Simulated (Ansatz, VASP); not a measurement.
# TiCo: VASP beside Ansatz

One calculation is typed for both programs; each brings its own data sets. How far apart do they land? The cell is taken from a series of runs on this material, whose earlier steps may have relaxed, scaled, displaced or heated it; both programs get it as it stands.

Program: Ansatz 0.2.0. Level of theory: plane waves, with VASP 6.6.1 beside it; zone-centre phonons at PBEsol. Results are calculated unless marked as measured.

### Step 1. Starting point

The structure is cubic, space group Pm-3m (No. 221). Conventional cell: a = 2.940 Å, b = 2.940 Å, c = 2.940 Å, α = 90.00°, β = 90.00°, γ = 90.00°. Nearest to Ti lie 8 Co at 2.55 Å. Nearest to Co lie 8 Ti at 2.55 Å. Farther neighbours are not listed.

### Step 2. Ansatz: zone-centre phonons, PBEsol

Ansatz runs on its PAW soft_1 files.

Second derivatives magnify differences that forces hide, and they need a tight electronic threshold.

input.yaml reads:

```yaml
crystal:
  lattice:
    - [2.9397473992, 0.0, 0.0]
    - [0.0, 2.9397473992, 0.0]
    - [0.0, 0.0, 2.9397473992]
  atoms:
    - { symbol: Ti, position: [0.0, 0.0, 0.0] }
    - { symbol: Co, position: [0.5, 0.5, 0.5], spin: 0.78 }
kpoints:
  mp_grid: { grid: [16, 16, 16] }
hamiltonian:
  xc: pbesol
  pseudopotentials: { kind: paw, azcp: { folder: soft_1 }, xc_functional: pbe }
scf:
  occupations: { method: gaussian, width: 0.15 }
output:
  eigenvalues: true
  populations: true
magnetization:
  spin_polarized: true
phonons:
  method: dfpt
```

Run with:

```
ansatz run input.yaml --threads 4 --pin off --max-ram 10240MiB --backend cpu --events-out ev --progress --plain --runs-dir out
```

Numbers of over 12 decimals in the logs are rounded to 6 here.

What it wrote:

```text
Engine: ansatz 0.2.0, x86_64-unknown-linux-gnu
Pseudopotentials: kind: paw
Pseudopotential: Ti, paw, valence charge 12, recommended cutoff 420 eV (normal), soft_1/Ti.paw.azcp
Pseudopotential: Co, paw, valence charge 17, recommended cutoff 420 eV (normal), soft_1/Co.paw.azcp
Functional definition: PBEsol
  exchange = pbesol_x
  correlation = pbesol_c
Crystal: 2 atoms, lattice volume = 25.406 Å³
Basis set: ecut = 420 eV, 485 PW (Γ), exchange–correlation on 40×40×40 points (8 copies of the dense FFT grid, shifted against one another)
Bands: 19, of which v1, the nominal top of the filled ones, is band 15 counted from 1 (14 counted from 0)
Symmetry: 48 space group operations
Space group: Pm-3m (ITA 221), of the structure as read, at distance tolerance 2.9e-5 Å
Magnetic group: BNS 221.92 (UNI 1594), of the structure as read, at distance tolerance 2.9e-5 Å
k-points: 165 of 4096
Non-local potential: Ti, projectors of the file, l = 0: 3, l = 1: 2, l = 2: 3, l = 3: 1
Non-local potential: Co, projectors of the file, l = 0: 3, l = 1: 2, l = 2: 3, l = 3: 1
PAW form: soft (Blöchl's): semilocal exchange-correlation on the pseudo side does not see the compensation charge
PAW frozen core: Ti, regenerated for the run's functional, and the local potential with it (the file was generated under x = pbe(κ = 0.804, μ = 0.219515), c = pbe(β = 0.066725))
PAW frozen core: Co, regenerated for the run's functional, and the local potential with it (the file was generated under x = pbe(κ = 0.804, μ = 0.219515), c = pbe(β = 0.066725))
PAW one-centre angular grid: Ti, 590 points (default); XC on 64 Gauss nodes
PAW one-centre angular grid: Co, 590 points (default); XC on 64 Gauss nodes
Initial density: superposition of atomic densities (chi_scale 0.1, normalization cell)
Starting moments: Σ|m| = 0.78 μB on 1 of 2 sites
Initial wavefunctions: pseudopotential atomic-orbital guess
Functional: x = pbesol(κ = 0.804, μ = 0.123457), c = pbesol(β = 0.046)
SCF 1 converged in 14 iterations: F = -7567.730592 eV  dr2 = 5.59e-9
  greatest PAW one-centre occupation: 1.001 electrons in one spin orbital (limit 2), on the Co atom at site 1 (counted from 0), in its partial waves of l = 1
a single point of the input's cell can leave the moments in the input for a lower state (scf.lower_state_search): this run first made a single point of its cell. This run's own SCFs start from the density of the state that the single point found, with the moments in the input. The single point stayed on the moments in the input.
k-points: 405 of 4096 (irreducible under 8 space group operations, time reversal used)
Initial density: read from a saved state, or passed on in memory by an earlier SCF of this step, an earlier step, the calling program or the single point that the run made first
Stability of the state it starts from, as read at its close in the collinear treatment: not read negative (Ritz values of 1 − χ₀K, real part plus size of imaginary part, from 0.32 to 0.38, by its mixing steps under the symmetry group of the SCF that read it); its run was given moments
Starting moments: Σ|m| = 0.78 μB on 1 of 2 sites; this step starts from the density that it was given
iter 1 solved again at ethr=1.28e-9 eV; its pass at ethr=3.10e-3 eV (dr2=3.71e-7 eV) is discarded
SCF iter   1: F=—  HF=-7567.730592 eV  |F-HF|=—  |Δ(HF+E_count)|=         —  Δρ=2.90e-7 (↑9.81e-8 ↓2.90e-7)  dr2=2.40e-11  dr2_m=6.53e-12  M=0.672 μB ∫|m|=0.779 μB  β_m=0.65  ethr=1.28e-9  ⟨swp⟩=3.9  Hψ=112997  notcnv=0
preconditioner: auto → none  [metal: Δε(μ)=0.003 eV  Ē_g=4.213 eV  σ=0.150 eV  W_gap=0.01  n_scr=0 (ndim 8)  ℏωp=26.6 eV  f_vac=0.000  D(μ)=2.34/eV (n_scr^D=26)]
SCF iter   2: F=—  HF=-7567.730592 eV  |F-HF|=—  |Δ(HF+E_count)|=   2.47e-8  Δρ=1.44e-7 (↑1.44e-7 ↓9.62e-8)  dr2=3.84e-12  dr2_m=2.39e-12  M=0.672 μB ∫|m|=0.779 μB  β_m=0.53  ethr=1.00e-12  ⟨swp⟩=2.1  Hψ=26714  notcnv=0
SCF iter   3: F=—  HF=-7567.730592 eV  |F-HF|=—  |Δ(HF+E_count)|=  7.28e-12  Δρ=2.32e-7 (↑3.13e-8 ↓2.32e-7)  dr2=1.42e-11  dr2_m=3.15e-12  M=0.672 μB ∫|m|=0.779 μB  β_m=0.57  ethr=1.00e-12  ⟨swp⟩=1.0  Hψ=15390  notcnv=0
SCF iter   4: F=—  HF=-7567.730592 eV  |F-HF|=—  |Δ(HF+E_count)|=  2.91e-11  Δρ=3.60e-7 (↑3.60e-7 ↓2.32e-7)  dr2=2.91e-12  dr2_m=2.01e-11  M=0.672 μB ∫|m|=0.779 μB  β_m=0.64  ethr=1.00e-12  ⟨swp⟩=1.7  Hψ=17035  notcnv=0
SCF iter   5: F=—  HF=-7567.730592 eV  |F-HF|=—  |Δ(HF+E_count)|=  3.64e-12  Δρ=3.48e-7 (↑3.48e-7 ↓2.79e-7)  dr2=9.68e-13  dr2_m=2.27e-11  M=0.672 μB ∫|m|=0.779 μB  β_m=0.82  ethr=1.00e-12  ⟨swp⟩=1.0  Hψ=15390  notcnv=0
SCF iter   6: F=—  HF=-7567.730592 eV  |F-HF|=—  |Δ(HF+E_count)|=  1.09e-11  Δρ=4.68e-7 (↑4.68e-7 ↓1.59e-7)  dr2=2.04e-11  dr2_m=2.02e-11  M=0.672 μB ∫|m|=0.779 μB  β_m=0.83  ethr=1.00e-12  ⟨swp⟩=1.0  Hψ=15390  notcnv=0
SCF iter   7: F=—  HF=-7567.730592 eV  |F-HF|=—  |Δ(HF+E_count)|=  8.19e-12  Δρ=1.75e-7 (↑1.75e-7 ↓1.20e-7)  dr2=9.16e-13  dr2_m=4.91e-12  M=0.672 μB ∫|m|=0.779 μB  β_m=0.88  ethr=1.00e-12  ⟨swp⟩=1.0  Hψ=15390  notcnv=0
SCF iter   8: F=-7567.730592 eV  HF=-7567.730592 eV  |F-HF|=9.09e-13  |Δ(HF+E_count)|=  9.09e-13  Δρ=7.45e-8 (↑3.08e-8 ↓7.45e-8)  dr2=8.83e-13  dr2_m=5.55e-13  M=0.672 μB ∫|m|=0.779 μB  ethr=1.00e-12  ⟨swp⟩=3.0  Hψ=53373  notcnv=0
SCF 2 converged in 8 iterations: F = -7567.730592 eV  dr2 = 8.83e-13
DFPT response loops at Γ: preconditioner auto → Kerker (q_TF=auto, 2.789 Å⁻¹) (partly filled bands, converged f_vac=0.000); β = 1.00, the filter's whole step (`scf.mixing.beta` (0.30) is not read by the response loops under this deck's `scf.mixing.preconditioner`; to damp them name `kerker` or `kerker_dos`, under which they read `scf.mixing.beta`, and type it under 1.00, their step now; both keys bind the ground state too); Broyden in place of MSR1
SCF converged after 8 iterations
Magnetization: 0.6721 μB (14.8360 up, 14.1640 down)
Absolute magnetization: 0.7845 μB (∫|ρ↑−ρ↓|, with the PAW one-centre terms)
Spin contamination: 0.0382 ħ² per cell (⟨S²⟩ above its minimum at these occupations)
Per-site moments (μB) at R_I (Å): [(-0.00301584, 1.050182), (0.710481, 1.050182)]
Free energy (F): -7567.730592 eV
Harris-Foulkes:  -7567.730592 eV  (|F-HF|=9.09e-13)
Internal energy: -7567.704305 eV  (E = F + TS)
E sigma→0 (E₀):  -7567.717448 eV
Entropy (-TS):   -0.026287 eV (-13.144 meV/atom)
Fermi energy:    17.379608 eV
--- Per-component energies (eV) ---
  E_band       = -381.523926
  E_kinetic    = 576.382597
  E_local      = -3671.466796  (includes V_loc(G=0)·N_el)
  E_nonlocal   = 497.101142
  E_hartree    = 1604.512183
  E_xc         = -208.697553
  E_vxc        = -265.771043  (∫ρ·V_xc dr)
  E_paw        = -2555.655272  (= ΣΔE_a)
  E_vpaw       = -726.794132  (= ΣTr[D̂ρ^β])
  E_aug_tail   = -0.000104  (compensation charges beyond the density's cutoff)
  E_ewald      = -3810.208305
  E_core_change = 0.327804  (= ΣΔE_core)
  E_smearing   = -0.026287  (= −TS)
  E_closure    = -0.000000  (closes the sum)
  Σ components = -7567.730592   (vs F -7567.730592, Δ=0.00e0)
--- Band table (eV; the first three rows and the last of 810) ---
  k-point 0 ↑: bands = [... 11 lower, 15.5358, 15.5358, 15.5358, 17.9719, 17.9719, 20.2508, 20.2508, 20.2508]
  k-point 1 ↑: bands = [... 11 lower, 15.5298, 15.5298, 15.5498, 17.9326, 17.9881, 20.1328, 20.1328, 20.2333]
  k-point 2 ↑: bands = [... 11 lower, 15.5134, 15.5134, 15.5901, 17.8170, 18.0279, 19.8232, 19.8232, 20.1826]
  k-point 404 ↓: bands = [... 11 lower, 15.1293, 15.1293, 15.1293, 17.2151, 17.2151, 20.7356, 20.7356, 24.8374]
--- Phonons (Γ-DFPT): 2 representative perturbations + reference, on 405 of 4096 k-points (Σ response iterations 6) ---
  k mesh reduced under 8 symmetry operations, with k and −k counted as one. Each operation leaves every solved perturbation unchanged. A smaller set is not used because it would not reduce the number of displacements times k-points to solve
  ASR residual: 1.708e-5 → 0.000e0 eV/Å²; symmetrization residual: 4.552e-6 eV/Å²
  ASR residual per site (eV/Å²): 4.00e-6 1.71e-5
  Γ frequencies (cm⁻¹): 0.00 0.00 0.00 233.99 233.99 233.99
  non-analytic LO–TO correction: not included (Born effective charges unavailable; polar crystals: no LO–TO splitting at Γ)
--- Löwdin populations: 2 sites ---
  site symbol       q [e]    m [muB]
     0     Ti     11.8652    -0.0045
     1     Co     16.7910     0.7023
  spilling = 0.011855 (of n_electrons = 29.000000)
```

(Continued in part 2 of 2.)

[Lines on the potential files, build, host, timing and source positions are cut from VASP's logs without a mark.]

[Logs are printed without paths, hosts, clocks, repeated set-up lines and the standing remarks that a program may print on its own settings, such as how far it seeks lower states.]

[Hosts, paths, dates, database ids (printed as entryN), source tags and the programs' standing remarks are cut or masked in the printed files.]
